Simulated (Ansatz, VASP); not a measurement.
Two plane-wave programs on SbP

```xyz
4
Lattice="4.7791 0.0000 0.0000 -2.3895 4.1388 0.0000 0.0000 0.0000 5.8680" Properties=species:S:1:pos:R:3 pbc="T T T"
Sb    0.0000    2.7592   -0.1921
Sb    2.3895    1.3796    2.7419
P     0.0000    2.7592    2.3985
P     2.3895    1.3796    5.3324
```

Alike in both runs: functional PBE; k mesh 10 × 10 × 6; occupations fermi-dirac, width 0.05 eV; no spin polarisation.

Ansatz relaxed the structure, and its values are those at the end. VASP's run is a single point on that final structure, the one shown.

```csv
,VASP,Ansatz
version,VASP 6.6.1,Ansatz 0.2.0
potentials or method,"VASP PAW PBE potentials, release 64 (Sb, P)","PAW with Ansatz's default frozen-core files, scalar-relativistic"
plane-wave cutoff (eV),520,420
valence electrons in the cell,20,40
```

```csv
,VASP,Ansatz,Ansatz less VASP
pressure (GPa),0.0,0.0,+0.01
rms of the force components (eV/Å),0.011,0.001,-0.0096
```

The two sets of potentials don't hold the same shells in valence.

Spin-orbit coupling is left out, which matters for the levels of Sb.
